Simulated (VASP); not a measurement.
OSZICAR of a VASP run on CuAu (L1_0):

OSZICAR:
```
       N       E                     dE             d eps       ncg     rms          rms(c)
DAV:   1     0.134175799871E+03    0.13418E+03   -0.11538E+04  4336   0.213E+03
DAV:   2    -0.238418604014E+01   -0.13656E+03   -0.13054E+03  4361   0.340E+02
DAV:   3    -0.698072682779E+01   -0.45965E+01   -0.45518E+01  5168   0.729E+01
DAV:   4    -0.703054327380E+01   -0.49816E-01   -0.49798E-01  4968   0.641E+00
DAV:   5    -0.703197666316E+01   -0.14334E-02   -0.14334E-02  6208   0.118E+00    0.117E+01
DAV:   6    -0.656063996164E+01    0.47134E+00   -0.73449E+00  4348   0.809E+01    0.549E+00
DAV:   7    -0.621732460969E+01    0.34332E+00   -0.29697E+00  5218   0.874E+01    0.607E+00
DAV:   8    -0.615240026598E+01    0.64924E-01   -0.26087E-01  5602   0.143E+01    0.288E+00
DAV:   9    -0.614571566622E+01    0.66846E-02   -0.25345E-02  6441   0.389E+00    0.230E-01
DAV:  10    -0.614512006813E+01    0.59560E-03   -0.50849E-03  6021   0.987E-01    0.131E-01
DAV:  11    -0.614509308490E+01    0.26983E-04   -0.19809E-04  6009   0.276E-01    0.362E-02
DAV:  12    -0.614508698236E+01    0.61025E-05   -0.18688E-05  6529   0.145E-01    0.422E-03
DAV:  13    -0.614508651577E+01    0.46659E-06   -0.44608E-07  2919   0.100E-02
   1 F= -.61450865E+01 E0= -.61448008E+01  d E =-.614509E+01
       N       E                     dE             d eps       ncg     rms          rms(c)
DAV:   1    -0.114158841705E+02   -0.52708E+01   -0.94074E+01  4416   0.217E+02    0.168E+01
DAV:   2    -0.691871027635E+01    0.44972E+01   -0.22166E+01  4408   0.180E+02    0.515E+00
DAV:   3    -0.663731114413E+01    0.28140E+00   -0.80232E+00  4580   0.796E+01    0.805E+00
DAV:   4    -0.626198546209E+01    0.37533E+00   -0.69130E-01  5360   0.431E+01    0.486E+00
DAV:   5    -0.619846663327E+01    0.63519E-01   -0.72566E-01  5512   0.344E+01    0.177E+00
DAV:   6    -0.616114476303E+01    0.37322E-01   -0.18481E-01  5197   0.130E+01    0.235E-01
DAV:   7    -0.616169246694E+01   -0.54770E-03   -0.51336E-03  5314   0.871E-01    0.157E-01
DAV:   8    -0.616136116270E+01    0.33130E-03   -0.21393E-03  5395   0.154E+00    0.306E-02
DAV:   9    -0.616135546247E+01    0.57002E-05   -0.97279E-05  6310   0.245E-01    0.938E-03
DAV:  10    -0.616135569460E+01   -0.23213E-06   -0.33759E-06  4109   0.508E-02
   2 F= -.61613557E+01 E0= -.61611209E+01  d E =-.162692E-01
       N       E                     dE             d eps       ncg     rms          rms(c)
DAV:   1    -0.758735554761E+01   -0.14260E+01   -0.19578E+01  4288   0.875E+01    0.969E+00
DAV:   2    -0.721109054748E+01    0.37627E+00   -0.15823E+01  4336   0.116E+02    0.626E+00
DAV:   3    -0.620265677078E+01    0.10084E+01   -0.39844E+00  5265   0.108E+02    0.202E+00
DAV:   4    -0.621047132867E+01   -0.78146E-02   -0.21234E-01  4390   0.445E+00    0.133E+00
DAV:   5    -0.620388191670E+01    0.65894E-02   -0.40963E-02  6376   0.636E+00    0.317E-01
DAV:   6    -0.620244870757E+01    0.14332E-02   -0.17668E-02  5365   0.482E+00    0.167E-01
DAV:   7    -0.620213037059E+01    0.31834E-03   -0.41828E-03  4686   0.228E+00    0.806E-02
DAV:   8    -0.620205238585E+01    0.77985E-04   -0.35773E-04  5048   0.613E-01    0.214E-02
DAV:   9    -0.620204880122E+01    0.35846E-05   -0.41536E-05  6116   0.189E-01    0.581E-03
DAV:  10    -0.620204863524E+01    0.16598E-06   -0.14565E-06  2562   0.277E-02
   3 F= -.62020486E+01 E0= -.62019259E+01  d E =-.569621E-01
       N       E                     dE             d eps       ncg     rms          rms(c)
DAV:   1    -0.620349897618E+01   -0.14502E-02   -0.21813E-02  4319   0.306E+00    0.291E-01
DAV:   2    -0.620275791674E+01    0.74106E-03   -0.12095E-02  4222   0.340E+00    0.187E-01
DAV:   3    -0.620213750309E+01    0.62041E-03   -0.49405E-03  4469   0.260E+00    0.110E-01
DAV:   4    -0.620207015870E+01    0.67344E-04   -0.23057E-04  5801   0.466E-01    0.570E-02
DAV:   5    -0.620205851229E+01    0.11646E-04   -0.57697E-05  6233   0.229E-01    0.144E-02
DAV:   6    -0.620205667521E+01    0.18371E-05   -0.91249E-06  6217   0.718E-02    0.108E-03
DAV:   7    -0.620205665416E+01    0.21058E-07   -0.23835E-07  2249   0.579E-03
   4 F= -.62020567E+01 E0= -.62019429E+01  d E =-.569701E-01
       N       E                     dE             d eps       ncg     rms          rms(c)
DAV:   1    -0.620680894690E+01   -0.47523E-02   -0.18593E-01  4585   0.413E+00    0.392E-01
DAV:   2    -0.620455382558E+01    0.22551E-02   -0.30633E-03  6210   0.147E+00    0.236E-01
DAV:   3    -0.620382210292E+01    0.73172E-03   -0.35626E-03  5084   0.205E+00    0.181E-01
DAV:   4    -0.620334453810E+01    0.47756E-03   -0.17915E-03  5286   0.148E+00    0.299E-02
DAV:   5    -0.620334959490E+01   -0.50568E-05   -0.66905E-05  4347   0.826E-02    0.200E-02
DAV:   6    -0.620334971892E+01   -0.12403E-06   -0.55904E-06  4883   0.618E-02
   5 F= -.62033497E+01 E0= -.62031985E+01  d E =-.129306E-02
       N       E                     dE             d eps       ncg     rms          rms(c)
DAV:   1    -0.623641250403E+01   -0.33063E-01   -0.16853E+00  4557   0.124E+01    0.118E+00
DAV:   2    -0.621614121055E+01    0.20271E-01   -0.26018E-02  6096   0.413E+00    0.701E-01
DAV:   3    -0.620900822586E+01    0.71330E-02   -0.29451E-02  5207   0.574E+00    0.495E-01
DAV:   4    -0.620543263729E+01    0.35756E-02   -0.14517E-02  5227   0.432E+00    0.890E-02
DAV:   5    -0.620547336930E+01   -0.40732E-04   -0.53828E-04  4424   0.229E-01    0.598E-02
DAV:   6    -0.620547504124E+01   -0.16719E-05   -0.53101E-05  6209   0.179E-01    0.134E-02
DAV:   7    -0.620547210828E+01    0.29330E-05   -0.11350E-05  5799   0.105E-01    0.424E-03
DAV:   8    -0.620547213046E+01   -0.22177E-07   -0.34349E-07  2247   0.128E-02
   6 F= -.62054721E+01 E0= -.62053769E+01  d E =-.341548E-02
       N       E                     dE             d eps       ncg     rms          rms(c)
DAV:   1    -0.621029835673E+01   -0.48262E-02   -0.24851E-01  4543   0.474E+00    0.451E-01
DAV:   2    -0.620727284765E+01    0.30255E-02   -0.35758E-03  6083   0.143E+00    0.266E-01
DAV:   3    -0.620610557577E+01    0.11673E-02   -0.35469E-03  5549   0.195E+00    0.164E-01
DAV:   4    -0.620571948173E+01    0.38609E-03   -0.17860E-03  5149   0.149E+00    0.339E-02
DAV:   5    -0.620572314582E+01   -0.36641E-05   -0.60721E-05  5424   0.993E-02    0.224E-02
DAV:   6    -0.620572334351E+01   -0.19769E-06   -0.62265E-06  5058   0.594E-02
   7 F= -.62057233E+01 E0= -.62056808E+01  d E =-.366669E-02
       N       E                     dE             d eps       ncg     rms          rms(c)
DAV:   1    -0.620746117909E+01   -0.17380E-02   -0.93952E-02  4557   0.291E+00    0.277E-01
DAV:   2    -0.620630231486E+01    0.11589E-02   -0.12528E-03  6120   0.796E-01    0.162E-01
DAV:   3    -0.620582445655E+01    0.47786E-03   -0.11149E-03  5809   0.105E+00    0.869E-02
DAV:   4    -0.620572118163E+01    0.10327E-03   -0.53630E-04  5021   0.813E-01    0.215E-02
DAV:   5    -0.620572169307E+01   -0.51145E-06   -0.19241E-05  6315   0.772E-02    0.138E-02
DAV:   6    -0.620572174012E+01   -0.47044E-07   -0.16516E-06  3561   0.284E-02
   8 F= -.62057217E+01 E0= -.62056640E+01  d E =-.366509E-02
       N       E                     dE             d eps       ncg     rms          rms(c)
DAV:   1    -0.620609150703E+01   -0.36981E-03   -0.18891E-02  4557   0.131E+00    0.125E-01
DAV:   2    -0.620585699085E+01    0.23452E-03   -0.25583E-04  6089   0.357E-01    0.729E-02
DAV:   3    -0.620575809427E+01    0.98897E-04   -0.21637E-04  5933   0.460E-01    0.378E-02
DAV:   4    -0.620573915418E+01    0.18940E-04   -0.10322E-04  5013   0.354E-01    0.964E-03
DAV:   5    -0.620573910312E+01    0.51058E-07   -0.32531E-06  3640   0.363E-02
   9 F= -.62057391E+01 E0= -.62056954E+01  d E =-.368245E-02
```

Question: Which electronic solver shows in the log?

Answer: It is blocked Davidson (ALGO = Normal, or the opening steps of other solvers). The INCAR had ALGO = Normal.

Question: Can the final energy be trusted as converged?

Answer: The calculation finished and met its thresholds. It stopped with EDIFF = 1E-6, NELM = 100, NSW = 60 and EDIFFG = -0.01 after 9 ionic steps (revPBE GGA, plane waves, VASP's PBE PAW potentials (set 64)). Energy and stress use the plane-wave basis of the starting cell.

The compound is CuAu in the L1_0 structure. This run relaxes it. Symmetry was kept, so distortions that lower it aren't found.
